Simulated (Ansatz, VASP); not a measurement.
# Cross-check of Sn19H15 (Sn wire along [111], 38 atoms a period, H-terminated) between VASP and Ansatz

Aim: how closely do two programs agree when they are given the same cell, functional and k mesh? The cell is taken from a series of runs on this material, whose earlier steps may have relaxed, scaled, displaced or heated it; both programs get it as it stands.

Program: Ansatz 0.2.0. Level of theory: plane waves, with VASP 6.6.1 beside it; single point at PBE. Results are calculated unless marked as measured.

### Step 1. The structure

The cell holds 68 atoms: 38 Sn and 30 H. Its edges and angles: a = 19.062 Å, b = 20.959 Å, c = 11.531 Å, α = 90.0°, β = 90.0°, γ = 90.0°. Vacuum lies along a and b. The structure's axis is c.

### Step 2. VASP: single point, PBE

With cell and atoms fixed, the geometry can't cause a difference; cores, projectors, grids and the points listed under the comparison can.

Lines of VASP's logs that name or quote its potential files are left out, and so is its time.

The input, INCAR:

```
SYSTEM = Sn19H15
PREC = Accurate
ENCUT = 400
EDIFF = 1E-06
NELM = 120
ISMEAR = -1
SIGMA = 0.05
LREAL = Auto
ALGO = Normal
GGA = PE
NBANDS = 328
LORBIT = 11
LWAVE = .FALSE.
LCHARG = .FALSE.
ISIF = 2
LASPH = .TRUE.
GGA_COMPAT = .FALSE.
EFERMI = MIDGAP
```

The input, POSCAR:

```
Sn19H15
1.0
   19.0620000000      0.0000000000      0.0000000000
    0.0000000000     20.9590000000      0.0000000000
    0.0000000000      0.0000000000     11.5310475445
Sn H
38 30
Direct
    0.2559469930      0.6281558820      0.0010736520
    0.3773680090      0.4355997250      0.0002992500
    0.5000000000      0.6287899620      0.0002939750
    0.2561585640      0.6280446170      0.2472514740
    0.3775801900      0.4357168870      0.2496338480
    0.5000000000      0.2439129540      0.2472603450
    0.5000000000      0.6285659520      0.2496304290
    0.6224198100      0.4357168870      0.2496338480
    0.7438414360      0.6280446170      0.2472514740
    0.2561585640      0.3719553830      0.3360818590
    0.3775801900      0.5642831130      0.3336994850
    0.5000000000      0.3714340480      0.3337029050
    0.5000000000      0.7560870460      0.3360729890
    0.6224198100      0.5642831130      0.3336994850
    0.7438414360      0.3719553830      0.3360818590
    0.2559469930      0.3718441180      0.5822596810
    0.3773680090      0.5644002750      0.5830340830
    0.5000000000      0.3712100380      0.5830393580
    0.5000000000      0.7563223830      0.5822544060
    0.6226319910      0.5644002750      0.5830340830
    0.7440530070      0.3718441180      0.5822596810
    0.2566806200      0.4987868440      0.6683261390
    0.3771834720      0.3089458820      0.6683306870
    0.3794914900      0.6922698470      0.6683186040
    0.5000000000      0.5000015050      0.6665104470
    0.6205085100      0.6922698470      0.6683186040
    0.6228165280      0.3089458820      0.6683306870
    0.7433193800      0.4987868440      0.6683261390
    0.2566806200      0.5012131560      0.9150071940
    0.3794914900      0.3077301530      0.9150147290
    0.3771834720      0.6910541180      0.9150026470
    0.5000000000      0.4999984950      0.9168228870
    0.6228165280      0.6910541180      0.9150026470
    0.6205085100      0.3077301530      0.9150147290
    0.7433193800      0.5012131560      0.9150071940
    0.5000000000      0.2436776170      0.0010789280
    0.6226319910      0.4355997250      0.0002992500
    0.7440530070      0.6281558820      0.0010736520
    0.1808152520      0.4090673370      0.2856442140
    0.2538338800      0.2940570220      0.2856292130
    0.4269900300      0.7968670740      0.2856048050
    0.5730099700      0.7968670740      0.2856048050
    0.7461661200      0.2940570220      0.2856292130
    0.8191847480      0.4090673370      0.2856442140
    0.1808152520      0.5909326630      0.2976891190
    0.2538338800      0.7059429780      0.2977041200
    0.4269900300      0.2031329260      0.2977285290
    0.5730099700      0.2031329260      0.2977285290
    0.7461661200      0.7059429780      0.2977041200
    0.8191847480      0.5909326630      0.2976891190
    0.1818214330      0.5379505280      0.6190447570
    0.3047629550      0.7316340990      0.6190235370
    0.3770611540      0.2304067790      0.6190188930
    0.6229388460      0.2304067790      0.6190188930
    0.6952370450      0.7316340990      0.6190235370
    0.8181785670      0.5379505280      0.6190447570
    0.1813231070      0.3326750290      0.6329508300
    0.5000000000      0.8346794720      0.6329569800
    0.8186768930      0.3326750290      0.6329508300
    0.1813231070      0.6673249710      0.9503825030
    0.5000000000      0.1653205280      0.9503763530
    0.8186768930      0.6673249710      0.9503825030
    0.1818214330      0.4620494720      0.9642885760
    0.3047629550      0.2683659010      0.9643097960
    0.3770611540      0.7695932210      0.9643144400
    0.6229388460      0.7695932210      0.9643144400
    0.6952370450      0.2683659010      0.9643097960
    0.8181785670      0.4620494720      0.9642885760
```

The input, KPOINTS:

```
Automatic mesh
0
Gamma
1 1 7
0 0 0
```

PAW data sets: Sn_d and H (PBE family, release 64).

The run is started by

```console
$ export OMP_NUM_THREADS=3
$ mpirun -np 1 vasp_std
```

Numbers of over 12 decimals in the logs are rounded to 6 here.

Log:

```text
[banner, memory and clock lines left out]
running    1 mpi-ranks, on    1 nodes
[...]
Offloading initialized ...    1 GPUs detected
[...]
LDA part: xc-table for (Slater+PW92), standard interpolation
 POSCAR, INCAR and KPOINTS ok, starting setup
[...]
entering main loop
       N       E                     dE             d eps       ncg     rms          rms(c)
DAV:   1     0.454315767119E+04    0.45432E+04   -0.23591E+05  3376   0.133E+03
DAV:   2     0.260022045475E+03   -0.42831E+04   -0.41966E+04  2968   0.353E+02
DAV:   3    -0.218888736941E+03   -0.47891E+03   -0.47588E+03  2920   0.156E+02
DAV:   4    -0.242916353763E+03   -0.24028E+02   -0.23896E+02  3008   0.387E+01
[...]
DAV:  25    -0.234530932423E+03   -0.68507E-05   -0.30611E-07  1704   0.175E-03    0.153E-04
DAV:  26    -0.234530933943E+03   -0.15191E-05   -0.10257E-07  1704   0.689E-04    0.155E-04
DAV:  27    -0.234530934305E+03   -0.36255E-06   -0.37332E-08  1664   0.816E-04
   1 F= -.23453093E+03 E0= -.23453093E+03  d E =-.490012E-05
```

Parts of OUTCAR (step 2):

```text
 POSITION                                       TOTAL-FORCE (eV/Angst)
 -----------------------------------------------------------------------------------
      4.87886     13.16552      0.01238        -0.014936      0.009014     -0.003713
      7.19339      9.12973      0.00345        -0.009920     -0.004429     -0.005530
      9.53100     13.17881      0.00339         0.000000      0.010962     -0.006405
      4.88289     13.16319      2.85107         0.007731     -0.005149     -0.008439
      7.19743      9.13219      2.87854        -0.016131     -0.009413     -0.002295
      9.53100      5.11217      2.85117         0.000000      0.008559     -0.007860
      9.53100     13.17411      2.87850         0.000000      0.016998     -0.002449
     11.86457      9.13219      2.87854         0.016131     -0.009413     -0.002295
     14.17911     13.16319      2.85107        -0.007731     -0.005149     -0.008439
      4.88289      7.79581      3.87538         0.007731      0.005149      0.008439
      7.19743     11.82681      3.84790        -0.016131      0.009413      0.002295
      9.53100      7.78489      3.84794         0.000000     -0.016998      0.002449
      9.53100     15.84683      3.87527         0.000000     -0.008559      0.007860
     11.86457     11.82681      3.84790         0.016131      0.009413      0.002295
[...]
-----------------------------------------------------------------------------------
    total drift:                                0.000000     -0.000180      0.000723

  FREE ENERGIE OF THE ION-ELECTRON SYSTEM (eV)
  ---------------------------------------------------
  free  energy   TOTEN  =      -234.5309343051 eV

  energy  without entropy=     -234.5309294050  energy(sigma->0) =     -234.53093186

[... 2 further parts left out ...]
```

### Step 3. Ansatz: single point, PBE

Ansatz runs on its PAW soft_1 files.

The same cell, functional, mesh and smearing now go to Ansatz, which takes its cutoff from its data sets.

The input, input.yaml:

```yaml
crystal:
  lattice:
    - [19.062, 0.0, 0.0]
    - [0.0, 20.959, 0.0]
    - [0.0, 0.0, 11.5310475445]
  atoms:
    - { symbol: Sn, position: [0.255946993, 0.628155882, 0.001073652] }
    - { symbol: Sn, position: [0.377368009, 0.435599725, 0.00029925] }
    - { symbol: Sn, position: [0.5, 0.628789962, 0.000293975] }
    - { symbol: Sn, position: [0.256158564, 0.628044617, 0.247251474] }
    - { symbol: Sn, position: [0.37758019, 0.435716887, 0.249633848] }
    - { symbol: Sn, position: [0.5, 0.243912954, 0.247260345] }
    - { symbol: Sn, position: [0.5, 0.628565952, 0.249630429] }
    - { symbol: Sn, position: [0.62241981, 0.435716887, 0.249633848] }
    - { symbol: Sn, position: [0.743841436, 0.628044617, 0.247251474] }
    - { symbol: H, position: [0.180815252, 0.409067337, 0.285644214] }
    - { symbol: H, position: [0.25383388, 0.294057022, 0.285629213] }
    - { symbol: H, position: [0.42699003, 0.796867074, 0.285604805] }
    - { symbol: H, position: [0.57300997, 0.796867074, 0.285604805] }
    - { symbol: H, position: [0.74616612, 0.294057022, 0.285629213] }
    - { symbol: H, position: [0.819184748, 0.409067337, 0.285644214] }
    - { symbol: H, position: [0.180815252, 0.590932663, 0.297689119] }
    - { symbol: H, position: [0.25383388, 0.705942978, 0.29770412] }
    - { symbol: H, position: [0.42699003, 0.203132926, 0.297728529] }
    - { symbol: H, position: [0.57300997, 0.203132926, 0.297728529] }
    - { symbol: H, position: [0.74616612, 0.705942978, 0.29770412] }
    - { symbol: H, position: [0.819184748, 0.590932663, 0.297689119] }
    - { symbol: Sn, position: [0.256158564, 0.371955383, 0.336081859] }
    - { symbol: Sn, position: [0.37758019, 0.564283113, 0.333699485] }
    - { symbol: Sn, position: [0.5, 0.371434048, 0.333702905] }
    - { symbol: Sn, position: [0.5, 0.756087046, 0.336072989] }
    - { symbol: Sn, position: [0.62241981, 0.564283113, 0.333699485] }
    - { symbol: Sn, position: [0.743841436, 0.371955383, 0.336081859] }
    - { symbol: Sn, position: [0.255946993, 0.371844118, 0.582259681] }
    - { symbol: Sn, position: [0.377368009, 0.564400275, 0.583034083] }
    - { symbol: Sn, position: [0.5, 0.371210038, 0.583039358] }
    - { symbol: Sn, position: [0.5, 0.756322383, 0.582254406] }
    - { symbol: Sn, position: [0.622631991, 0.564400275, 0.583034083] }
    - { symbol: Sn, position: [0.744053007, 0.371844118, 0.582259681] }
    - { symbol: H, position: [0.181821433, 0.537950528, 0.619044757] }
    - { symbol: H, position: [0.304762955, 0.731634099, 0.619023537] }
    - { symbol: H, position: [0.377061154, 0.230406779, 0.619018893] }
    - { symbol: H, position: [0.622938846, 0.230406779, 0.619018893] }
    - { symbol: H, position: [0.695237045, 0.731634099, 0.619023537] }
    - { symbol: H, position: [0.818178567, 0.537950528, 0.619044757] }
    - { symbol: H, position: [0.181323107, 0.332675029, 0.63295083] }
    - { symbol: H, position: [0.5, 0.834679472, 0.63295698] }
    - { symbol: H, position: [0.818676893, 0.332675029, 0.63295083] }
    - { symbol: Sn, position: [0.25668062, 0.498786844, 0.668326139] }
    - { symbol: Sn, position: [0.377183472, 0.308945882, 0.668330687] }
    - { symbol: Sn, position: [0.37949149, 0.692269847, 0.668318604] }
    - { symbol: Sn, position: [0.5, 0.500001505, 0.666510447] }
    - { symbol: Sn, position: [0.62050851, 0.692269847, 0.668318604] }
    - { symbol: Sn, position: [0.622816528, 0.308945882, 0.668330687] }
    - { symbol: Sn, position: [0.74331938, 0.498786844, 0.668326139] }
    - { symbol: Sn, position: [0.25668062, 0.501213156, 0.915007194] }
    - { symbol: Sn, position: [0.37949149, 0.307730153, 0.915014729] }
    - { symbol: Sn, position: [0.377183472, 0.691054118, 0.915002647] }
    - { symbol: Sn, position: [0.5, 0.499998495, 0.916822887] }
    - { symbol: Sn, position: [0.622816528, 0.691054118, 0.915002647] }
    - { symbol: Sn, position: [0.62050851, 0.307730153, 0.915014729] }
    - { symbol: Sn, position: [0.74331938, 0.501213156, 0.915007194] }
    - { symbol: H, position: [0.181323107, 0.667324971, 0.950382503] }
    - { symbol: H, position: [0.5, 0.165320528, 0.950376353] }
    - { symbol: H, position: [0.818676893, 0.667324971, 0.950382503] }
    - { symbol: H, position: [0.181821433, 0.462049472, 0.964288576] }
    - { symbol: H, position: [0.304762955, 0.268365901, 0.964309796] }
    - { symbol: H, position: [0.377061154, 0.769593221, 0.96431444] }
    - { symbol: H, position: [0.622938846, 0.769593221, 0.96431444] }
    - { symbol: H, position: [0.695237045, 0.268365901, 0.964309796] }
    - { symbol: H, position: [0.818178567, 0.462049472, 0.964288576] }
    - { symbol: Sn, position: [0.5, 0.243677617, 0.001078928] }
    - { symbol: Sn, position: [0.622631991, 0.435599725, 0.00029925] }
    - { symbol: Sn, position: [0.744053007, 0.628155882, 0.001073652] }
kpoints:
  mp_grid: { grid: [1, 1, 7] }
  band_path: { path: ["Γ", Z], npoints: 90 }
scf:
  occupations: { method: fermi_dirac, width: 0.05 }
hamiltonian:
  xc: pbe
  pseudopotentials: { kind: paw, azcp: { folder: soft_1 } }
output:
  dos: { e_range: [-5, 4] }
  write_potential: true
  write_density: true
  volumetric_format: npy
```

The run is started by

```console
$ ansatz run input.yaml --threads 4 --pin off --max-ram 16384MiB --backend cpu --events-out ev --progress --plain --runs-dir out
```

Log:

```text
Engine: ansatz 0.2.0, x86_64-unknown-linux-gnu
Pseudopotentials: kind: paw
Pseudopotential: Sn, paw, valence charge 14, recommended cutoff 420 eV (normal), soft_1/Sn.paw.azcp
Pseudopotential: H, paw, valence charge 1, recommended cutoff 420 eV (normal), soft_1/H.paw.azcp
Functional definition: PBE
  parameter kappa = 0.804
  parameter beta = 0.066725
  exchange = pbe_x(kappa = kappa, mu = beta*pi^2/3)
  correlation = pbe_c(beta = beta)
Crystal: 68 atoms, lattice volume = 4606.889 Å³
Basis set: ecut = 420 eV, 89919 PW (Γ)
Bands: 349, of which v1, the nominal top of the filled ones, is band 281 counted from 1 (280 counted from 0)
Symmetry: 4 space group operations
Space group: P2/m (ITA 10), of the structure as read, at distance tolerance 1.7e-4 Å
k-points: 4 of 7
Non-local potential: Sn, projectors of the file, l = 0: 2, l = 1: 2, l = 2: 2, l = 3: 1
Non-local potential: H, projectors of the file, l = 0: 2, l = 1: 1
PAW form: soft (Blöchl's): semilocal exchange-correlation on the pseudo side does not see the compensation charge
PAW one-centre angular grid: Sn, 590 points (default); XC on 64 Gauss nodes
PAW one-centre angular grid: H, 110 points (default); XC on 64 Gauss nodes
Initial density: superposition of atomic densities (neutral atoms: chi_scale 0, normalization atom)
Initial wavefunctions: pseudopotential atomic-orbital guess
Functional: x = pbe(κ = 0.804, μ = 0.219515), c = pbe(β = 0.066725)
SCF iter   1: F=—  HF=-229394.779923 eV  |F-HF|=—  |Δ(HF+E_count)|=         —  Δρ=2.56e-2  dr2=3.16e1  ethr=3.10e-3  ⟨swp⟩=6.8  Hψ=6363  notcnv=0  defer=84
preconditioner: auto → Resta (q_TF=auto, 1.921 Å⁻¹)  ε∞=1.9  [insulator: Δε(μ)=0.935 eV  Ē_g=7.799 eV  σ=0.050 eV  W_gap=1.00  n_scr=564 (ndim 8)  ℏωp=7.4 eV  f_vac=0.581  D(μ)=0.00/eV (n_scr^D=0)  ε∞_Penn≈1.9  vacuum switching on, ρ_ref=4.4e-3 e/Å³]
SCF iter   2: F=—  HF=-229387.456487 eV  |F-HF|=—  |Δ(HF+E_count)|=    7.32e0  Δρ=9.76e-3  dr2=6.85e0  ethr=3.10e-3  ⟨swp⟩=3.2  Hψ=1972  notcnv=0  defer=227
SCF iter   3: F=—  HF=-229386.542258 eV  |F-HF|=—  |Δ(HF+E_count)|=   9.14e-1  Δρ=4.20e-3  dr2=3.68e0  ethr=1.22e-3  ⟨swp⟩=3.5  Hψ=1929  notcnv=0  defer=221
SCF iter   4: F=—  HF=-229386.002732 eV  |F-HF|=—  |Δ(HF+E_count)|=   5.40e-1  Δρ=1.24e-3  dr2=1.89e-1  ethr=6.55e-4  ⟨swp⟩=4.0  Hψ=1544  notcnv=0  defer=221
SCF iter   5: F=—  HF=-229386.008965 eV  |F-HF|=—  |Δ(HF+E_count)|=   6.23e-3  Δρ=4.81e-4  dr2=1.11e-2  ethr=3.36e-5  ⟨swp⟩=3.0  Hψ=1998  notcnv=0  defer=211
SCF iter   6: F=—  HF=-229386.016419 eV  |F-HF|=—  |Δ(HF+E_count)|=   7.45e-3  Δρ=1.55e-4  dr2=2.50e-3  ethr=1.97e-6  ⟨swp⟩=2.0  Hψ=1544  notcnv=0  defer=211
SCF iter   7: F=—  HF=-229386.017586 eV  |F-HF|=—  |Δ(HF+E_count)|=   1.17e-3  Δρ=6.03e-5  dr2=1.11e-3  ethr=4.46e-7  ⟨swp⟩=2.0  Hψ=1544  notcnv=0  defer=211
SCF iter   8: F=—  HF=-229386.017537 eV  |F-HF|=—  |Δ(HF+E_count)|=   4.82e-5  Δρ=2.01e-5  dr2=2.64e-5  ethr=1.97e-7  ⟨swp⟩=2.0  Hψ=1439  notcnv=0  defer=211
SCF iter   9: F=—  HF=-229386.017497 eV  |F-HF|=—  |Δ(HF+E_count)|=   4.04e-5  Δρ=7.76e-6  dr2=5.80e-6  ethr=4.69e-9  ⟨swp⟩=3.0  Hψ=2848  notcnv=0  defer=211
SCF iter  10: F=—  HF=-229386.017501 eV  |F-HF|=—  |Δ(HF+E_count)|=   4.19e-6  Δρ=2.73e-6  dr2=4.65e-7  ethr=1.03e-9  ⟨swp⟩=3.0  Hψ=2663  notcnv=0  defer=211
SCF iter  11: F=-229386.017502 eV  HF=-229386.017502 eV  |F-HF|=3.49e-9  |Δ(HF+E_count)|=   1.01e-6  Δρ=7.83e-7  dr2=6.27e-8  ethr=1.78e-11  ⟨swp⟩=16.0  Hψ=7586  notcnv=0
SCF 1 converged in 11 iterations: F = -229386.017502 eV  dr2 = 6.27e-8
  greatest PAW one-centre occupation: 0.991 electrons in one spin orbital (limit 2), on the Sn atom at site 26 (counted from 0), in its partial waves of l = 2
NSCF: frozen V_eff on 91 k-points
[...]
k-point 2: bands = [... 277 lower, -2.1255, -1.9366, -1.8526, -1.8525, 0.1134, 0.1440, 0.1450, 0.2663, ... 64 higher]
  k-point 3: bands = [... 277 lower, -2.0712, -2.0710, -1.9272, -1.9270, 0.0256, 0.1048, 0.1055, 0.4033, ... 64 higher]
```

### Step 4. Differences

Known differences besides the potentials themselves: the cutoff is 420 eV in Ansatz and 400 eV in VASP (PREC = Accurate, projectors in real space). Total energies have different zeros and are not compared.

Compared:

```tsv
quantity	Ansatz	VASP	difference
gap on the k mesh (eV)	1.131	1.131	-0.001
```

A gap on the mesh is an upper bound, since the band edges may lie between its points.

### Step 5. Results

```json
{
  "difference in gap on the k mesh (single point, PBE)": "-6.0e-4 eV"
}
```

**Reading.** The difference in gap on the k mesh is -6.0e-4 eV (single point, PBE), within the 0.08 eV picked in this series as the mark of a large difference. Such differences can come from data sets, numerical settings and the points named under the comparisons, not from the functional's error against experiment.

[Lines on the potential files, build, host, timing and source positions are cut from VASP's logs without a mark.]

[Logs are printed without paths, hosts, clocks, repeated set-up lines and the standing remarks that a program may print on its own settings, such as how far it seeks lower states.]

[Hosts, paths, dates, database ids (printed as entryN), source tags and the programs' standing remarks are cut or masked in the printed files.]
